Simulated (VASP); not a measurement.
Data:

```yaml
crystal:
  lattice:
    - [0.00000, 3.14350, 3.14350]
    - [3.14350, 0.00000, 3.14350]
    - [3.14350, 3.14350, 0.00000]
  atoms:
    - { symbol: Ag, position: [0.00000, 0.00000, 0.00000] }
    - { symbol: Ag, position: [0.25000, 0.25000, 0.25000] }
    - { symbol: Be, position: [0.62500, 0.62500, 0.62500] }
    - { symbol: Be, position: [0.12500, 0.62500, 0.62500] }
    - { symbol: Be, position: [0.62500, 0.62500, 0.12500] }
    - { symbol: Be, position: [0.62500, 0.12500, 0.62500] }
```

Method: PBEsol GGA, VASP's PBE PAW potentials (set 64) (plane waves; VASP). Settings: 300 eV cut-off, 6×6×6 Γ-centred mesh, Gaussian smearing of 0.10 eV, potentials Ag Be.

At this cut-off the stress carries a Pulay error, which pulls relaxed volumes low.

Q: Predict the energy per atom (σ→0), pressure, band gap (on the k-mesh) with the smallest direct gap where there is one.

A: 
```
Item                                                         Value
------------------------  ----------------------------------------
band gap (on the k-mesh)  none (metal, semimetal or under 0.01 eV)
energy per atom (σ→0)                               -3.797 eV/atom
pressure                                                  3.43 GPa
```

The structure comes from a measured Be2Ag entry of the Crystallography Open Database, whose conditions weren't checked. The cell was not relaxed at this level.
